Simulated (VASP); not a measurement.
The input files of a VASP run:

### KPOINTS
```
Automatic
0
G
 8 8 4
0 0 0
```

File POSCAR:
```
TiS2
1
    1.7600317646    -3.0484648464    -0.0000000000
    1.7600317646     3.0484648464     0.0000000000
    0.0000000000     0.0000000000     5.9301896941
Ti S
1 2
Direct
  0.0000000000   0.0000000000   0.0000000000
  0.3333330000   0.6666670000   0.2386474559
  0.6666670000   0.3333330000   0.7613525441
```

### INCAR
```
SYSTEM = TiS2
PREC = Accurate
ENCUT = 520
EDIFF = 1E-7
NELM = 100
ALGO = Normal
LREAL = .FALSE.
LASPH = .TRUE.
ISMEAR = -5
GGA = ML
ZAB_VDW = -1.8867
LUSE_VDW = .TRUE.
AGGAC = 0.0
LMAXMIX = 4
LWAVE = .FALSE.
LCHARG = .TRUE.
LORBIT = 11
NEDOS = 601
ISIF = 2
LEFG = .TRUE.
```

POTCAR, in this order: Ti_sv S (PBE.64 set). Program: vasp_std.

Q: Write an equivalent input for Quantum ESPRESSO's pw.x.

A: One equivalent input (not run):
```
&CONTROL
  calculation = 'scf'
  pseudo_dir = './pseudo'
  outdir = './out'
  tprnfor = .true.
  tstress = .true.
/
&SYSTEM
  ibrav = 0
  nat = 3
  ntyp = 2
  ecutwfc = 84
  occupations = 'tetrahedra'
  input_dft = 'vdw-df2'
/
&ELECTRONS
  conv_thr = 7.3e-09
  electron_maxstep = 100
/
ATOMIC_SPECIES
  Ti 47.867 Ti.upf
  S 32.060 S.upf
CELL_PARAMETERS angstrom
     1.7600318   -3.0484648   -0.0000000
     1.7600318    3.0484648    0.0000000
     0.0000000    0.0000000    5.9301897
ATOMIC_POSITIONS crystal
  Ti   0.0000000  0.0000000  0.0000000
  S    0.3333330  0.6666670  0.2386475
  S    0.6666670  0.3333330  0.7613525
K_POINTS automatic
  8 8 4 0 0 0
```
The two are equivalent in intent, not identical: the potentials are each code's own (VASP's PAW set, PseudoDojo norm-conserving files in pw.x), so ENCUT and ecutwfc are chosen apart and not converted; conv_thr bounds pw.x's estimated SCF error, while EDIFF bounds the energy change between steps; the field gradients of LEFG aren't asked of the other code.

The compound is TiS2 in the 1T layered structure. It was relaxed first, which changed the volume by +11 %.
